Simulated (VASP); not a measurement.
An input for Ansatz (written as the equivalent of a VASP run, and not itself run):

Ansatz 0.2 input:
```yaml
crystal:
  lattice:
    - [0.0000000, 2.9319912, 2.9319912]
    - [2.9319912, 0.0000000, 2.9319912]
    - [2.9319912, 2.9319912, 0.0000000]
  atoms:
    - { symbol: Cd, position: [0.0000000, 0.0000000, 0.0000000] }
    - { symbol: S, position: [0.2500000, 0.2500000, 0.2500000] }
kpoints:
  mp_grid: { grid: [9, 9, 9] }
hamiltonian:
  xc: pbe
  dispersion: d4
  pseudopotentials: { kind: paw }
scf:
  occupations: { method: tetrahedron }
  max_iter: 100
output: { forces: true, stress: true, eigenvalues: true }
```

Question: Translate this input to VASP (INCAR, KPOINTS, POSCAR, choice of POTCAR).

Answer: Several could match; the one computed here: 
File KPOINTS:
```
Regular mesh
0
G
  9 9 9
```

**INCAR**
```
SYSTEM = CdS
PREC = Accurate; ENCUT = 520; LREAL = F
LASPH = T
EDIFF = 1E-7; NELM = 100; ALGO = Normal
LMAXMIX = 4
ISMEAR = -5
GGA = PE; IVDW = 13
ISIF = 2
LWAVE = F; LCHARG = T; LORBIT = 11
NEDOS = 601
```

POSCAR:
```
CdS
1
    0.0000000000     2.9319911538     2.9319911538
    2.9319911538     0.0000000000     2.9319911538
    2.9319911538     2.9319911538     0.0000000000
Cd S
1 1
Direct
  0.0000000000   0.0000000000   0.0000000000
  0.2500000000   0.2500000000   0.2500000000
```

POTCAR, in this order: Cd S (PBE.64 set). Program: vasp_std.

What does not carry over: each code has its own PAW files, so the cut-off isn't converted (ENCUT is set for VASP's; basis.ecutwfc is left out, and Ansatz then takes the one that its files recommend); Ansatz stops its SCF on the density residual and VASP on the energy change (EDIFF).

The compound is CdS in the zinc blende structure, a metastable form; wurtzite is the usual one. It was relaxed first.
